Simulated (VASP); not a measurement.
Output of a VASP run:

**OSZICAR**
```
...
  12 F= -.27357979E+03 E0= -.27357978E+03  d E =-.741366E-02
       N       E                     dE             d eps       ncg     rms          rms(c)
DAV:   1    -0.273579820822E+03   -0.34647E-04   -0.15270E-02   368   0.214E-01    0.324E-02
RMM:   2    -0.273579891872E+03   -0.71050E-04   -0.82483E-04   316   0.494E-02    0.125E-02
RMM:   3    -0.273579906513E+03   -0.14641E-04   -0.14058E-04   287   0.201E-02    0.751E-03
RMM:   4    -0.273579907195E+03   -0.68156E-06   -0.18666E-05   202   0.765E-03
  13 F= -.27357991E+03 E0= -.27357991E+03  d E =-.753441E-02
       N       E                     dE             d eps       ncg     rms          rms(c)
DAV:   1    -0.273582054901E+03   -0.21484E-02   -0.13932E-01   336   0.683E-01    0.120E-01
RMM:   2    -0.273582797582E+03   -0.74268E-03   -0.87883E-03   316   0.166E-01    0.430E-02
RMM:   3    -0.273582937034E+03   -0.13945E-03   -0.13870E-03   334   0.659E-02    0.242E-02
RMM:   4    -0.273582945286E+03   -0.82520E-05   -0.18386E-04   321   0.248E-02    0.844E-03
RMM:   5    -0.273582948701E+03   -0.34146E-05   -0.36763E-05   225   0.110E-02
  14 F= -.27358295E+03 E0= -.27358295E+03  d E =-.304151E-02
       N       E                     dE             d eps       ncg     rms          rms(c)
DAV:   1    -0.273583086441E+03   -0.14115E-03   -0.20125E-02   360   0.260E-01    0.461E-02
RMM:   2    -0.273583198370E+03   -0.11193E-03   -0.13109E-03   316   0.644E-02    0.167E-02
RMM:   3    -0.273583218995E+03   -0.20625E-04   -0.20722E-04   321   0.256E-02    0.961E-03
RMM:   4    -0.273583220185E+03   -0.11898E-05   -0.27855E-05   215   0.974E-03
  15 F= -.27358322E+03 E0= -.27358322E+03  d E =-.331299E-02
       N       E                     dE             d eps       ncg     rms          rms(c)
DAV:   1    -0.273584256727E+03   -0.10377E-02   -0.91152E-02   328   0.542E-01    0.899E-02
RMM:   2    -0.273584697408E+03   -0.44068E-03   -0.51921E-03   316   0.127E-01    0.330E-02
RMM:   3    -0.273584792579E+03   -0.95171E-04   -0.88856E-04   336   0.516E-02    0.196E-02
RMM:   4    -0.273584798954E+03   -0.63748E-05   -0.11898E-04   311   0.196E-02    0.663E-03
RMM:   5    -0.273584801163E+03   -0.22092E-05   -0.23146E-05   211   0.852E-03
  16 F= -.27358480E+03 E0= -.27358480E+03  d E =-.158098E-02
       N       E                     dE             d eps       ncg     rms          rms(c)
DAV:   1    -0.273584895320E+03   -0.96366E-04   -0.20239E-02   344   0.256E-01    0.427E-02
RMM:   2    -0.273584996174E+03   -0.10085E-03   -0.11814E-03   316   0.608E-02    0.158E-02
RMM:   3    -0.273585017635E+03   -0.21460E-04   -0.20299E-04   322   0.247E-02    0.944E-03
RMM:   4    -0.273585019136E+03   -0.15017E-05   -0.27644E-05   211   0.941E-03
  17 F= -.27358502E+03 E0= -.27358502E+03  d E =-.179895E-02
       N       E                     dE             d eps       ncg     rms          rms(c)
DAV:   1    -0.273585907196E+03   -0.88956E-03   -0.10164E-01   328   0.559E-01    0.810E-02
RMM:   2    -0.273586326891E+03   -0.41969E-03   -0.48366E-03   316   0.119E-01    0.316E-02
RMM:   3    -0.273586424136E+03   -0.97245E-04   -0.88294E-04   340   0.493E-02    0.195E-02
RMM:   4    -0.273586431837E+03   -0.77008E-05   -0.11575E-04   291   0.189E-02    0.676E-03
RMM:   5    -0.273586434351E+03   -0.25142E-05   -0.22921E-05   210   0.816E-03
  18 F= -.27358643E+03 E0= -.27358643E+03  d E =-.141521E-02
```

**OUTCAR**
```
------------------------ aborting loop because EDIFF is reached ----------------------------------------
  FORCE on cell =-STRESS in cart. coord.  units (eV):
  Direction    XX          YY          ZZ          XY          YZ          ZX
  --------------------------------------------------------------------------------------
  Total       10.5267048     10.5213164     10.5362783      1.6103364     -1.6622792      1.6251590
  in kB       10.8967320     10.8911542     10.9066420      1.6669418     -1.7207104      1.6822854
  external PRESSURE =      10.8981761 kB  Pullay stress =       0.0000000 kB
  volume of cell :     1547.77
      direct lattice vectors                 reciprocal lattice vectors
    11.567395522  0.000000000  0.000000000     0.086449884  0.000000000  0.000000000
     0.000000000 11.567395522  0.000000000     0.000000000  0.086449884  0.000000000
     0.000000000  0.000000000 11.567395522     0.000000000  0.000000000  0.086449884
 POSITION                                       TOTAL-FORCE (eV/Angst)
 -----------------------------------------------------------------------------------
      5.76528      0.01978      0.02052        -0.005350      0.000876      0.000898
      7.21390      1.50093      1.50186         0.003812      0.001780     -0.001556
      8.65773      2.91017      0.02311         0.001936     -0.002582     -0.007312
     10.06761      4.35451      1.50063        -0.004270     -0.006630      0.003131
      8.65765      0.02357      2.91188         0.002804     -0.013546     -0.005183
     10.06614      1.50262      4.35568        -0.000175     -0.005108     -0.003926
      0.00778     11.56344     11.56141        -0.004200      0.005618      0.012379
      1.42325      1.45796      1.45789        -0.012148     -0.004968     -0.002602
      2.89323      2.86712      0.01175        -0.008924     -0.008761      0.007787
      4.34566      4.34461      1.45240        -0.008726      0.003279     -0.001011
      5.79517      5.77435     11.56515         0.004766      0.001655     -0.003470
      7.22503      7.22433      1.45212        -0.003228      0.006268     -0.001467
      8.70301      8.67621      0.01160         0.009029      0.011678      0.004934
     10.11219     10.14700      1.45718         0.002973      0.015320     -0.006617
      2.89337      0.01139      2.86694        -0.006968      0.003414     -0.012905
      4.34623      1.45246      4.34373        -0.005696     -0.000136     -0.001271
      5.81162      2.99584      2.99425        -0.013239     -0.014454     -0.008658
      8.57345      5.75731      2.99331         0.013462      0.013385     -0.008337
     10.11616      7.22305      4.34277         0.002226      0.005891     -0.002319
      5.79609     11.56614      5.77377         0.000777     -0.006642      0.005410
      7.22455      1.45304      7.22436         0.001282     -0.000969      0.004054
      8.57343      2.99582      5.75825         0.010923     -0.008026      0.018467
     10.11716      4.34460      7.22365         0.000885     -0.001941      0.005330
      8.70267      0.01109      8.67481         0.008643      0.000969      0.012482
     10.11182      1.45697     10.14536         0.000181     -0.004523      0.010569
     11.54818      5.80331      0.02053         0.002250      0.004102     -0.000201
      1.43882      7.24637      1.43711        -0.002548      0.000013      0.001352
      2.89635      8.67132     11.54459        -0.003331      0.007586      0.005314
      4.32203     10.12927      1.43699        -0.003946      0.004794      0.002508
     11.54433      2.91114      2.91197         0.019377     -0.000458     -0.006960
      1.44754      4.33986      4.34023        -0.002572     -0.004409     -0.003765
      2.87105      5.77952      2.86513        -0.003025     -0.000605      0.000552
      4.33431      7.23378      4.25416         0.011010     -0.009879      0.003374
      5.78895      8.69721      2.86528        -0.000355      0.004600      0.002663
      7.22897     10.12100      4.34039        -0.001355     -0.000402     -0.003540
     11.54769      0.02043      5.80352         0.001309      0.001403      0.004434
      1.43905      1.43665      7.24688        -0.004667     -0.000839     -0.001074
      2.87121      2.86364      5.77883        -0.003559      0.006207      0.005150
      4.33415      4.25308      7.23409         0.008380      0.002833     -0.007916
      7.31570      7.23332      7.23431        -0.002328     -0.007981     -0.007892
      8.70458      8.69661      5.77859        -0.007405      0.002202      0.005949
     10.13148     10.12922      7.24611        -0.002891      0.006044      0.001250
      2.89604     11.54503      8.67317         0.001199     -0.004997      0.000350
      4.32159      1.43696     10.13097        -0.000359     -0.001667      0.001411
      5.78878      2.86437      8.69857        -0.002827      0.006966      0.000806
      7.22877      4.33976     10.12169        -0.000199     -0.002203      0.000107
      8.70497      5.77895      8.69871        -0.007195      0.005448     -0.000973
     10.13207      7.24724     10.13086        -0.004469     -0.001686      0.000673
     11.55767      8.67607      2.86565        -0.002815      0.008381     -0.008686
      1.44386     10.12448      4.33694         0.005595     -0.003722      0.007895
      0.00366      5.77427      5.77281         0.003225     -0.001066      0.003811
      1.45220      7.21587      7.21655         0.007600      0.004840     -0.006368
      2.91930      8.64999      5.79431         0.000298     -0.002399      0.003640
      4.35407     10.11667      7.21628        -0.005825     -0.005454     -0.006063
     11.55771      2.86586      8.67566        -0.001865     -0.007339      0.005837
      1.44420      4.33690     10.12433         0.002779      0.006771     -0.003288
...
```
(Selected blocks of OUTCAR.)

File POSCAR:
```
SnGe62
1
   11.5673955216     0.0000000000     0.0000000000
    0.0000000000    11.5673955216    -0.0000000000
   -0.0000000000    -0.0000000000    11.5673955216
Ge Sn
62 1
Direct
  0.5000000000   0.0000000000   0.0000000000
  0.6250000000   0.1250000000   0.1250000000
  0.7500000000   0.2500000000   0.0000000000
  0.8750000000   0.3750000000   0.1250000000
  0.7500000000   0.0000000000   0.2500000000
  0.8750000000   0.1250000000   0.3750000000
  0.0000000000   0.0000000000   0.0000000000
  0.1250000000   0.1250000000   0.1250000000
  0.2500000000   0.2500000000   0.0000000000
  0.3750000000   0.3750000000   0.1250000000
  0.5000000000   0.5000000000   0.0000000000
  0.6250000000   0.6250000000   0.1250000000
  0.7500000000   0.7500000000   0.0000000000
  0.8750000000   0.8750000000   0.1250000000
  0.2500000000   0.0000000000   0.2500000000
  0.3750000000   0.1250000000   0.3750000000
  0.5036790000   0.2490080000   0.2481880000
  0.7510320000   0.4997160000   0.2478380000
  0.8750000000   0.6250000000   0.3750000000
  0.5000000000   0.0000000000   0.5000000000
  0.6250000000   0.1250000000   0.6250000000
  0.7503560000   0.2540480000   0.5007400000
  0.8750000000   0.3750000000   0.6250000000
  0.7500000000   0.0000000000   0.7500000000
  0.8750000000   0.1250000000   0.8750000000
  0.0000000000   0.5000000000   0.0000000000
  0.1250000000   0.6250000000   0.1250000000
  0.2500000000   0.7500000000   0.0000000000
  0.3750000000   0.8750000000   0.1250000000
  0.0000000000   0.2500000000   0.2500000000
  0.1250000000   0.3750000000   0.3750000000
  0.2500000000   0.5000000000   0.2500000000
  0.3750000000   0.6250000000   0.3750000000
  0.5000000000   0.7500000000   0.2500000000
  0.6250000000   0.8750000000   0.3750000000
  0.0000000000   0.0000000000   0.5000000000
  0.1250000000   0.1250000000   0.6250000000
  0.2500000000   0.2500000000   0.5000000000
  0.3750000000   0.3750000000   0.6250000000
  0.6250000000   0.6250000000   0.6250000000
  0.7500000000   0.7500000000   0.5000000000
  0.8750000000   0.8750000000   0.6250000000
  0.2500000000   0.0000000000   0.7500000000
  0.3750000000   0.1250000000   0.8750000000
  0.5000000000   0.2500000000   0.7500000000
  0.6250000000   0.3750000000   0.8750000000
  0.7500000000   0.5000000000   0.7500000000
  0.8750000000   0.6250000000   0.8750000000
  0.0000000000   0.7500000000   0.2500000000
  0.1250000000   0.8750000000   0.3750000000
  0.0000000000   0.5000000000   0.5000000000
  0.1250000000   0.6250000000   0.6250000000
  0.2500000000   0.7500000000   0.5000000000
  0.3750000000   0.8750000000   0.6250000000
  0.0000000000   0.2500000000   0.7500000000
  0.1250000000   0.3750000000   0.8750000000
  0.2500000000   0.5000000000   0.7500000000
  0.3750000000   0.6250000000   0.8750000000
  0.5000000000   0.7500000000   0.7500000000
  0.6250000000   0.8750000000   0.8750000000
  0.0000000000   0.7500000000   0.7500000000
  0.1250000000   0.8750000000   0.8750000000
  0.5029000000   0.4971320000   0.5035740000
```

Problem. Write an INCAR and KPOINTS that could have produced this output.

Solution. This is not unique; one that fits is the input of the run itself, PBE GGA, plane waves, VASP's PBE PAW potentials (set 64).

**INCAR**
```
ISYM = 0
ISMEAR = 0
ISIF = 2
SYSTEM = SnGe62
LMAXMIX = 4   ! l cut-off of mixed one-centre charges
EDIFF = 1E-5   ! SCF stop (eV)
SIGMA = 0.05   ! width (eV)
EDIFFG = -0.03
NSW = 70
NELMIN = 4
NELM = 100   ! most electronic steps
GGA = PE   ! PBE
ENCUT = 400   ! plane-wave cut-off (eV)
ALGO = Fast
IBRION = 2   ! conjugate gradients
PREC = Normal
LREAL = Auto   ! projection in real space or not
LASPH = .TRUE.   ! aspherical one-centre terms
LCHARG = .FALSE.
LWAVE = .FALSE.
```

File KPOINTS:
```
Automatic mesh
0
Gamma
1 1 1
0 0 0
```

POTCAR, in this order: Ge Sn (PBE.64 set). Program: vasp_gam.

The supercell is sampled at Γ alone, which is coarse: total energies, pressure and levels can be off, energies of defects by several tenths of an eV.

The cell is a supercell with a defect, built from Ge (diamond): Sn_Ge-vac_Ge. The run is not spin-polarised, so no state with unpaired spins was tried.
